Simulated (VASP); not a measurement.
Data:

```
CELL_PARAMETERS angstrom
      3.88563     0.00000     0.00000
     -1.94281     3.36505     0.00000
      0.00000     0.00000     6.26833
ATOMIC_POSITIONS crystal
  Te 0.00000 0.00000 0.00000
  Se 0.33333 0.66667 0.25200
  Se 0.66667 0.33333 0.74800
```

All values below come from PBE GGA, VASP's PBE PAW potentials (set 64) (plane waves; VASP 6.6.1). Settings: 400 eV cut-off, 6×6×3 Γ-centred mesh, Gaussian smearing of 0.050 eV, potentials Te Se.

**Question.** Predict the energy per atom (σ→0), pressure, largest force.

**Answer.** 
```
Item                           Result
---------------------  --------------
energy per atom (σ→0)  -3.333 eV/atom
pressure                     6.72 GPa
largest force              1.058 eV/Å
```

The structure was generated: TeSe2 was put into the CdI2 type (P-3m1), which need not be its known phase. The cell was not relaxed at this level.
